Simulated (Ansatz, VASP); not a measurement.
## Two plane-wave programs on AlSn

Contents of INCAR:

```
PREC = Accurate ; ENCUT = 520
EDIFF = 1E-7 ; ISMEAR = 0
SIGMA = 0.1 ; LREAL = F
LASPH = T ; NELM = 60
ALGO = Fast ; ISIF = 2
LWAVE = F ; LCHARG = F
GGA = PE ; NBANDS = 16
```

File KPOINTS:

```
regular mesh
0
Gamma
  6 6 4
```

POSCAR

```
AlSn
1.0
    4.1981056157      0.0000000000      0.0000000000
   -2.0990528078      3.6356661109      0.0000000000
    0.0000000000      0.0000000000      3.3068470000
Al Sn
1 1
Direct
    0.0000000000      0.0000000000      0.0000000000
    0.3333333333      0.6666666667      0.5000000000
```

Input for Ansatz:

```yaml
crystal:
  lattice:
    - [4.1981056157, 0.0, 0.0]
    - [-2.0990528078, 3.6356661109, 0.0]
    - [0.0, 0.0, 3.306847]
  atoms:
    - { symbol: Al, position: [0.0, 0.0, 0.0] }
    - { symbol: Sn, position: [0.3333333333, 0.6666666667, 0.5] }
basis:
  ecutwfc: 420
kpoints:
  mp_grid: { grid: [6, 6, 4] }
hamiltonian:
  xc: pbe
scf:
  occupations: { method: gaussian, width: 0.1 }
  mixing: { beta: 0.13, preconditioner: local_kerker }
  initial_density: { chi_scale: 0, normalization: atom }
  max_iter: 51
output:
  forces: true
  stress: true
  eigenvalues: true
```

Alike in both runs: task single point; functional PBE; k mesh 6 × 6 × 4; occupations gaussian, width 0.1 eV; no spin polarisation.

```csv
,VASP,Ansatz
version,VASP 6.6.1,Ansatz 0.2.0
potentials or method,"VASP PAW PBE potentials, release 64 (Al, Sn_d)","scalar-relativistic, plane waves, PAW"
plane-wave cutoff (eV),520,420
valence electrons in the cell,17,17
```

```csv
,VASP,Ansatz,Ansatz less VASP
gap on the k mesh at the Fermi level (eV),none,none,-
pressure (GPa),1.1,1.1,+0.05
largest component of the traceless stress (GPa),7.10,7.10,0.000
```

A gap of «none» marks a metal or a gap that the smearing closes. The functional is the same, so the differences come from potentials, cutoffs and numerics.

Caveats: the k mesh is coarse (spacing up to 0.48 Å⁻¹), so the values aren't converged.
